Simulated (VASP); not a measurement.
# SbW2 (Fm-3m) in VASP: notebook, part 2 of 2

VASP 6.6.1. Earlier steps stand in the parts before.

## (3) Band structure, PBE

Input file POSCAR:

```
SbW2
1.0
    0.0000000000      3.1330100000      3.1330100000
    3.1330100000      0.0000000000      3.1330100000
    3.1330100000      3.1330100000      0.0000000000
Sb W
1 2
Direct
    0.5000000000      0.5000000000      0.5000000000
    0.2500000000      0.2500000000      0.2500000000
    0.7500000000      0.7500000000      0.7500000000
```

Input file INCAR.step1:

```
ALGO = Normal ; EDIFF = 1E-6
ENCUT = 600 ; GGA = PE
ISIF = 2 ; ISMEAR = -1
LASPH = True ; LCHARG = True
LMAXMIX = 4 ; LREAL = False
LWAVE = False ; NBANDS = 16
NELM = 80 ; PREC = Accurate
SIGMA = 0.05
```

Input file KPOINTS.step1:

```
k-points
0
Gamma
  7 7 7
```

Input file INCAR.step2:

```
ALGO = Normal ; EDIFF = 1E-6
ENCUT = 600 ; GGA = PE
ICHARG = 11 ; ISIF = 2
ISMEAR = 0 ; LASPH = True
LCHARG = False ; LMAXMIX = 4
LREAL = False ; LWAVE = False
NBANDS = 16 ; NELM = 80
PREC = Accurate ; SIGMA = 0.05
```

Input file KPOINTS.step2:

```
path GXWKGLUWLK,UX
15
line-mode
reciprocal
 0.0000000000  0.0000000000  0.0000000000  G
 0.5000000000  0.0000000000  0.5000000000  X

 0.5000000000  0.0000000000  0.5000000000  X
 0.5000000000  0.2500000000  0.7500000000  W

 0.5000000000  0.2500000000  0.7500000000  W
 0.3750000000  0.3750000000  0.7500000000  K

 0.3750000000  0.3750000000  0.7500000000  K
 0.0000000000  0.0000000000  0.0000000000  G

 0.0000000000  0.0000000000  0.0000000000  G
 0.5000000000  0.5000000000  0.5000000000  L

 0.5000000000  0.5000000000  0.5000000000  L
 0.6250000000  0.2500000000  0.6250000000  U

 0.6250000000  0.2500000000  0.6250000000  U
 0.5000000000  0.2500000000  0.7500000000  W

 0.5000000000  0.2500000000  0.7500000000  W
 0.5000000000  0.5000000000  0.5000000000  L

 0.5000000000  0.5000000000  0.5000000000  L
 0.3750000000  0.3750000000  0.7500000000  K

 0.6250000000  0.2500000000  0.6250000000  U
 0.5000000000  0.0000000000  0.5000000000  X
```

Potentials or basis: VASP PAW PBE potentials, release 64 (Sb, W).

Started as:

```console
cat potpaw_PBE.64/Sb/POTCAR potpaw_PBE.64/W/POTCAR > POTCAR
cp INCAR.step1 INCAR
cp KPOINTS.step1 KPOINTS
mpirun -np 1 vasp_std > vasp.out
cp INCAR.step2 INCAR
cp KPOINTS.step2 KPOINTS
mpirun -np 1 vasp_std > vasp.out
```

Wall time 43 s (1 thread of Intel Xeon 6975P-C (Granite Rapids), shared host); peak memory 0.33 GiB.

It converged, with:

- Band gap along the path: none (metal or under the smearing width)

Levels at the corners of the path, in eV from the Fermi level:
```tsv
point	band 6	band 7	band 8	band 9	band 10	band 11	band 12	band 13
Γ	-3.02	0.89	1.63	1.63	1.63	3.49	3.49	4.56
X	-2.74	-2.48	0.07	0.07	0.40	0.40	1.77	3.32
X	-2.74	-2.48	0.07	0.07	0.40	0.40	1.77	3.32
W	-1.89	-1.89	-0.31	-0.31	0.23	0.69	0.95	3.45
W	-1.89	-1.89	-0.31	-0.31	0.23	0.69	0.95	3.45
K	-2.05	-1.78	-0.27	-0.05	0.27	0.41	1.12	3.46
K	-2.05	-1.78	-0.27	-0.05	0.27	0.41	1.12	3.46
Γ	-3.02	0.89	1.63	1.63	1.63	3.49	3.49	4.56
Γ	-3.02	0.89	1.63	1.63	1.63	3.49	3.49	4.56
L	-1.44	-0.90	-0.81	-0.48	-0.48	-0.32	-0.32	4.36
L	-1.44	-0.90	-0.81	-0.48	-0.48	-0.32	-0.32	4.36
U	-2.05	-1.78	-0.27	-0.05	0.27	0.41	1.12	3.46
U	-2.05	-1.78	-0.27	-0.05	0.27	0.41	1.12	3.46
W	-1.89	-1.89	-0.31	-0.31	0.23	0.69	0.95	3.45
W	-1.89	-1.89	-0.31	-0.31	0.23	0.69	0.95	3.45
L	-1.44	-0.90	-0.81	-0.48	-0.48	-0.32	-0.32	4.36
L	-1.44	-0.90	-0.81	-0.48	-0.48	-0.32	-0.32	4.36
K	-2.05	-1.78	-0.27	-0.05	0.27	0.41	1.12	3.46
U	-2.05	-1.78	-0.27	-0.05	0.27	0.41	1.12	3.46
X	-2.74	-2.48	0.07	0.07	0.40	0.40	1.77	3.32
```

Caveat: the log is that of the step along the path at fixed density, whose energy, stress, charges and moments have no meaning; spin-orbit coupling is left out, which moves the levels of the heavy elements.

## (4) Band structure, PBE

POSCAR is that of step 3.

INCAR.step1: that of step 3 with these lines changed.

```diff
@@ -5,3 +5,3 @@
 LMAXMIX = 4 ; LREAL = False
-LWAVE = False ; NBANDS = 16
+LWAVE = False ; NBANDS = 24
 NELM = 80 ; PREC = Accurate
```

KPOINTS.step1 is that of step 3.

INCAR.step2: that of step 3 with these lines changed.

```diff
@@ -6,3 +6,3 @@
 LREAL = False ; LWAVE = False
-NBANDS = 16 ; NELM = 80
+NBANDS = 24 ; NELM = 80
 PREC = Accurate ; SIGMA = 0.05
```

KPOINTS.step2 is that of step 3.

Potentials or basis: VASP PAW PBE potentials, release 64 (Sb, W_sv).

Started as:

```console
cat potpaw_PBE.64/Sb/POTCAR potpaw_PBE.64/W_sv/POTCAR > POTCAR
cp INCAR.step1 INCAR
cp KPOINTS.step1 KPOINTS
mpirun -np 1 vasp_std > vasp.out
cp INCAR.step2 INCAR
cp KPOINTS.step2 KPOINTS
mpirun -np 1 vasp_std > vasp.out
```

Wall time 59 s (1 thread of Intel Xeon 6975P-C (Granite Rapids), shared host); peak memory 0.37 GiB.

The run converged. Its results:

| Quantity | Value |
| --- | --- |
| Band gap along the path | none (metal or under the smearing width) |

Levels at the corners of the path, in eV from the Fermi level:
```
point  band 13  band 14  band 15  band 16  band 17  band 18  band 19  band 20  band 21  band 22
    Γ    -3.03    -3.03     0.83     1.65     1.65     1.65     3.51     3.51     4.52     4.52
    X    -2.98    -2.76    -2.48     0.08     0.08     0.39     0.39     1.79     3.33     3.37
    X    -2.98    -2.76    -2.48     0.08     0.08     0.39     0.39     1.79     3.33     3.37
    W    -2.71    -1.90    -1.90    -0.31    -0.31     0.22     0.69     0.96     3.47     3.47
    W    -2.71    -1.90    -1.90    -0.31    -0.31     0.22     0.69     0.96     3.47     3.47
    K    -2.69    -2.05    -1.79    -0.28    -0.05     0.28     0.41     1.13     3.48     3.53
    K    -2.69    -2.05    -1.79    -0.28    -0.05     0.28     0.41     1.13     3.48     3.53
    Γ    -3.03    -3.03     0.83     1.65     1.65     1.65     3.51     3.51     4.52     4.52
    Γ    -3.03    -3.03     0.83     1.65     1.65     1.65     3.51     3.51     4.52     4.52
    L    -1.45    -1.45    -0.91    -0.84    -0.48    -0.48    -0.32    -0.32     4.35     5.56
    L    -1.45    -1.45    -0.91    -0.84    -0.48    -0.48    -0.32    -0.32     4.35     5.56
    U    -2.69    -2.05    -1.79    -0.28    -0.05     0.28     0.41     1.13     3.48     3.53
    U    -2.69    -2.05    -1.79    -0.28    -0.05     0.28     0.41     1.13     3.48     3.53
    W    -2.71    -1.90    -1.90    -0.31    -0.31     0.22     0.69     0.96     3.47     3.47
    W    -2.71    -1.90    -1.90    -0.31    -0.31     0.22     0.69     0.96     3.47     3.47
    L    -1.45    -1.45    -0.91    -0.84    -0.48    -0.48    -0.32    -0.32     4.35     5.56
    L    -1.45    -1.45    -0.91    -0.84    -0.48    -0.48    -0.32    -0.32     4.35     5.56
    K    -2.69    -2.05    -1.79    -0.28    -0.05     0.28     0.41     1.13     3.48     3.53
    U    -2.69    -2.05    -1.79    -0.28    -0.05     0.28     0.41     1.13     3.48     3.53
    X    -2.98    -2.76    -2.48     0.08     0.08     0.39     0.39     1.79     3.33     3.37
```

Caveat: the log is that of the step along the path at fixed density, whose energy, stress, charges and moments have no meaning; spin-orbit coupling is left out, which moves the levels of the heavy elements.

## (5) Band structure, PBE

POSCAR is that of step 4.

INCAR.step1: that of step 4 with these lines changed.

```diff
@@ -5,3 +5,3 @@
 LMAXMIX = 4 ; LREAL = False
-LWAVE = False ; NBANDS = 24
+LWAVE = False ; NBANDS = 28
 NELM = 80 ; PREC = Accurate
```

KPOINTS.step1 is that of step 4.

INCAR.step2: that of step 4 with these lines changed.

```diff
@@ -6,3 +6,3 @@
 LREAL = False ; LWAVE = False
-NBANDS = 24 ; NELM = 80
+NBANDS = 28 ; NELM = 80
 PREC = Accurate ; SIGMA = 0.05
```

KPOINTS.step2 is that of step 4.

Potentials or basis: VASP PAW PBE potentials, release 64 (Sb_d_GW, W_sv_GW).

Started as:

```console
cat potpaw_PBE.64/Sb_d_GW/POTCAR potpaw_PBE.64/W_sv_GW/POTCAR > POTCAR
cp INCAR.step1 INCAR
cp KPOINTS.step1 KPOINTS
mpirun -np 1 vasp_std > vasp.out
cp INCAR.step2 INCAR
cp KPOINTS.step2 KPOINTS
mpirun -np 1 vasp_std > vasp.out
```

It took 2.2 min on 1 thread of Intel Xeon 6975P-C (Granite Rapids), shared host; peak memory 0.47 GiB.

The run converged. Its results:

```yaml
Band_gap_along_the_path: none (metal or under the smearing width)
```

Levels at the corners of the path, in eV from the Fermi level:
```csv
point,band 19,band 20,band 21,band 22,band 23,band 24,band 25,band 26
Γ,-3.03,0.80,1.65,1.65,1.65,3.51,3.52,4.54
X,-2.75,-2.48,0.07,0.07,0.39,0.39,1.79,3.32
X,-2.75,-2.48,0.07,0.07,0.39,0.39,1.79,3.32
W,-1.89,-1.89,-0.31,-0.31,0.22,0.69,0.97,3.46
W,-1.89,-1.89,-0.31,-0.31,0.22,0.69,0.97,3.46
K,-2.05,-1.79,-0.28,-0.05,0.28,0.41,1.13,3.47
K,-2.05,-1.79,-0.28,-0.05,0.28,0.41,1.13,3.47
Γ,-3.03,0.80,1.65,1.65,1.65,3.51,3.51,4.54
Γ,-3.03,0.80,1.65,1.65,1.65,3.51,3.51,4.54
L,-1.45,-0.90,-0.84,-0.48,-0.48,-0.33,-0.33,4.32
L,-1.45,-0.90,-0.84,-0.48,-0.48,-0.33,-0.33,4.32
U,-2.05,-1.79,-0.28,-0.05,0.28,0.41,1.13,3.47
U,-2.05,-1.79,-0.28,-0.05,0.28,0.41,1.13,3.47
W,-1.89,-1.89,-0.31,-0.31,0.22,0.69,0.97,3.46
W,-1.89,-1.89,-0.31,-0.31,0.22,0.69,0.97,3.46
L,-1.45,-0.90,-0.84,-0.48,-0.48,-0.33,-0.33,4.32
L,-1.45,-0.90,-0.84,-0.48,-0.48,-0.33,-0.33,4.32
K,-2.05,-1.79,-0.28,-0.05,0.28,0.41,1.13,3.47
U,-2.05,-1.79,-0.28,-0.05,0.28,0.41,1.13,3.47
X,-2.75,-2.48,0.07,0.07,0.39,0.39,1.79,3.32
```

Caveat: the log is that of the step along the path at fixed density, whose energy, stress, charges and moments have no meaning; spin-orbit coupling is left out, which moves the levels of the heavy elements.

## (6) For comparison

An earlier run on the cell as given: functional PBE; potentials or basis VASP PAW PBE potentials, release 64 (Sb, W_sv); cutoff 520 eV; k mesh 7 × 7 × 7; occupations fermi-dirac, width 0.05 eV; no spin polarisation.

- Pressure: 0.2 GPa
- Band gap on the k mesh: none (metal or under the smearing width)
